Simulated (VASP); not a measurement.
Level of theory: PBEsol GGA, VASP's PBE PAW potentials (set 64) (plane waves; VASP).

Input for VASP

File POSCAR:
```
Mo(110) slab
1
    2.7135209996     0.0000000000     0.0000000000
   -0.9045073314     2.5583319248     0.0000000000
    0.0000000000     0.0000000000    25.9983994923
Mo
5
Direct
  0.5000000000   0.5000000000   0.3334957167
  0.0000000000   0.0000000000   0.4143178444
  0.5000000000   0.5000000000   0.5000000000
  0.0000000000   0.0000000000   0.5856821556
  0.5000000000   0.5000000000   0.6665042833
```

### INCAR
```
# general
SYSTEM =Mo(110) slab
PREC   =Normal
ENCUT  =400   # plane-wave cut-off (eV)
LREAL  =.FALSE.
LASPH  =.TRUE.   # aspherical one-centre terms

# electronic loop
EDIFF  =1E-6   # SCF stop (eV)
NELM   =100
NELMIN =4
ALGO   =Normal
LMAXMIX=4

# smearing
ISMEAR =1   # Methfessel-Paxton
SIGMA  =0.1   # width (eV)

# functional
GGA    =PS   # PBEsol

# output
LWAVE  =.FALSE.
LCHARG =.FALSE.
LORBIT =11   # lm-projected
LVHAR  =.TRUE.

# other
LDIPOL =.TRUE.
IDIPOL =3
DIPOL  =0.5 0.5 0.5
```

KPOINTS:
```
Automatic
0
G
 11 11 1
```

POTCAR, in this order: Mo_sv (PBE.64 set). Program: vasp_std. Read from the step before: WAVECAR.

What VASP printed:

**OSZICAR**
```
       N       E                     dE             d eps       ncg     rms          rms(c)
DAV:   1    -0.562000678209E+02   -0.56200E+02   -0.20504E-03  4016   0.255E-01    0.106E-01
DAV:   2    -0.562035491094E+02   -0.34813E-02   -0.31446E-02  3986   0.996E-01    0.332E-01
DAV:   3    -0.561996577995E+02    0.38913E-02   -0.18778E-02  4268   0.833E-01    0.340E-02
DAV:   4    -0.561996596580E+02   -0.18585E-05   -0.26725E-04  3564   0.838E-02    0.991E-03
DAV:   5    -0.561996611227E+02   -0.14647E-05   -0.18972E-05  3642   0.148E-02    0.196E-03
DAV:   6    -0.561996613174E+02   -0.19463E-06   -0.75392E-07  2396   0.398E-03
   1 F= -.56199661E+02 E0= -.56199936E+02  d E =0.825541E-03
```

**OUTCAR**
```
------------------------ aborting loop because EDIFF is reached ----------------------------------------
  FORCE on cell =-STRESS in cart. coord.  units (eV):
  Direction    XX          YY          ZZ          XY          YZ          ZX
  --------------------------------------------------------------------------------------
  Total       -2.9002182     -2.9982913     -0.4389479     -0.1386965      0.0000000      0.0000000
  in kB      -25.7456919    -26.6163019     -3.8966092     -1.2312305      0.0000000      0.0000000
  external PRESSURE =     -18.7528677 kB  Pullay stress =       0.0000000 kB
  volume of cell :      180.48
      direct lattice vectors                 reciprocal lattice vectors
     2.713521000  0.000000000  0.000000000     0.368524880  0.130293279  0.000000000
    -0.904507331  2.558331925  0.000000000     0.000000000  0.390879694  0.000000000
     0.000000000  0.000000000 25.998399492     0.000000000  0.000000000  0.038463906
 POSITION                                       TOTAL-FORCE (eV/Angst)
 -----------------------------------------------------------------------------------
      0.90451      1.27917      8.67035        -0.000000      0.000000     -0.006179
      0.00000      0.00000     10.77160         0.000000      0.000000      0.007982
      0.90451      1.27917     12.99920        -0.000000      0.000000     -0.000000
      0.00000      0.00000     15.22680        -0.000000     -0.000000     -0.007982
      0.90451      1.27917     17.32804         0.000000     -0.000000      0.006179
 -----------------------------------------------------------------------------------
    total drift:                                0.000000     -0.000000      0.000000
  FREE ENERGIE OF THE ION-ELECTRON SYSTEM (eV)
  ---------------------------------------------------
  free  energy   TOTEN  =       -56.1996613174 eV

  energy  without entropy=      -56.2004868586  energy(sigma->0) =      -56.19993650

 total charge

# of ion       s       p       d       tot
------------------------------------------
    1        2.392   6.139   3.965  12.495
    2        2.396   6.221   3.973  12.590
    3        2.385   6.205   3.949  12.539
    4        2.396   6.221   3.973  12.590
    5        2.392   6.139   3.965  12.495
--------------------------------------------------
tot         11.961  30.924  19.825  62.710
```
(Selected blocks of OUTCAR.)

The cell is a thin slab with vacuum, built from Mo (bcc): (110) face.
